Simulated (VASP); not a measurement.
An input for Ansatz (written as the equivalent of a VASP run, and not itself run):

Ansatz 0.2 input:
```yaml
crystal:
  lattice:
    - [0.0000000, 2.8343112, 2.8343112]
    - [2.8343112, 0.0000000, 2.8343112]
    - [2.8343112, 2.8343112, 0.0000000]
  atoms:
    - { symbol: Be, position: [0.0000000, 0.0000000, 0.0000000] }
    - { symbol: Te, position: [0.2500000, 0.2500000, 0.2500000] }
kpoints:
  mp_grid: { grid: [6, 6, 6] }
hamiltonian:
  xc: pbe
  pseudopotentials: { kind: paw }
magnetization: { noncollinear: true, spin_orbit: true }
scf:
  occupations: { method: gaussian, width: 0.05 }
  max_iter: 100
output: { forces: true, stress: true, eigenvalues: true }
```

Q: Translate this input to VASP (INCAR, KPOINTS, POSCAR, choice of POTCAR).

A: One answer among several that fit: 
**POSCAR**
```
BeTe
2.8343110
  0.0000000000   1.0000000691   1.0000000691
  1.0000000691   0.0000000000   1.0000000691
  1.0000000691   1.0000000691   0.0000000000
Be Te
1 1
Cartesian
  0.0000000000   0.0000000000   0.0000000000
  0.5000000345   0.5000000345   0.5000000345
```

**KPOINTS**
```
Automatic mesh
0
Gamma
6 6 6
0 0 0
```

INCAR:
```
SYSTEM = BeTe
PREC = Accurate
ENCUT = 350
EDIFF = 1E-6
NELM = 100
ALGO = Normal
LREAL = .FALSE.
LASPH = .TRUE.
ISMEAR = 0
SIGMA = 0.05
GGA = PE
LMAXMIX = 4
LWAVE = .TRUE.
LCHARG = .FALSE.
LSORBIT = .TRUE.
MAGMOM = 0 0 0 0 0 0
GGA_COMPAT = .FALSE.
```

POTCAR, in this order: Be Te (PBE.64 set). Program: vasp_ncl.

The two are equivalent in intent, not identical: each code has its own PAW files, so the cut-off isn't converted (ENCUT is set for VASP's; basis.ecutwfc is left out, and Ansatz then takes the one that its files recommend); Ansatz stops its SCF on the density residual and VASP on the energy change (EDIFF).

The compound is BeTe in the zinc blende structure. It was relaxed first.
